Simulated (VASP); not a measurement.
# CaH12Cl2O6: single point with LDA

Crystal: CaH12Cl2O6.

```
CELL_PARAMETERS angstrom
6.83848 0.00000 0.00000
0.00000 6.83848 0.00000
0.00000 0.00000 6.83848
ATOMIC_POSITIONS crystal
O 0.06837 0.22027 0.47961
O 0.49533 0.21815 0.07935
O 0.75075 0.93961 0.98460
O 0.59933 0.88357 0.48047
O 0.08622 0.53858 0.63931
O 0.40266 0.81639 0.13466
H 0.04500 0.33617 0.56263
H 0.94433 0.15770 0.42556
H 0.61287 0.14047 0.05435
H 0.48468 0.29605 0.95891
H 0.78749 0.90903 0.85558
H 0.86714 0.91754 0.06568
H 0.74119 0.86417 0.47664
H 0.55765 0.74676 0.44837
H 0.09727 0.63087 0.53117
H 0.22648 0.51101 0.68549
H 0.51690 0.83459 0.05560
H 0.27421 0.78800 0.07527
Ca 0.34227 0.07663 0.34530
Cl 0.02954 0.83576 0.31643
Cl 0.51503 0.35131 0.68556
```

The cell was built by a generator and needn't be a form met in nature.

```json
{
 "Program": "VASP 6.6.1",
 "Task": "single point",
 "Functional": "LDA",
 "Potentials or basis": "VASP PAW LDA potentials, release 64 (O, H, Ca_sv, Cl)",
 "Cutoff": "520 eV",
 "k mesh": "1 × 1 × 1",
 "Occupations": "fermi-dirac, width 0.05 eV",
 "Spin": "no spin polarisation"
}
```

| Quantity | Value |
| --- | --- |
| Pressure | 0.1 GPa |
| Largest force | 3.100 eV/Å |
| Band gap on the k mesh | 3.67 eV, direct |

Forces in eV/Å, atoms in the order of the input:
```
O   -0.940 -2.417 -1.697
O   -0.512 -0.234  1.746
O   -0.780  0.449  1.525
O   -0.659 -1.155 -0.071
O    1.255 -0.181  1.519
O   -1.702 -0.237  1.560
H   -0.213  1.346  0.348
H    1.444  0.822  0.881
H    0.512 -0.561 -0.378
H   -0.215  0.455 -0.852
H    0.295 -0.328 -1.983
H    0.304 -0.300  0.626
H    0.683  0.404 -0.196
H   -0.070  0.676  0.173
H   -0.073  0.391 -0.562
H   -0.867  0.069 -0.487
H    1.126  0.106 -1.407
H    0.795 -0.104 -0.204
Ca   0.452  0.657  0.384
Cl  -0.373 -0.100 -0.240
Cl  -0.462  0.242 -0.687
```

Stress tensor (GPa, compression positive):
```
-1.51 -0.17 -0.85
-0.17  0.60 -0.01
-0.85 -0.01  1.26
```

Levels at points of the mesh, in eV from the valence-band top:
```csv
k point,band 33,band 34,band 35,band 36,band 37,band 38,band 39,band 40
"(0.00, 0.00, 0.00)",-0.86,-0.36,-0.10,0.00,3.67,5.95,6.01,6.32
```

It took 29 s on 1 thread of AMD EPYC 7R43 64-Core Processor (Zen 3), with other jobs on the host, peak memory 0.24 GiB.
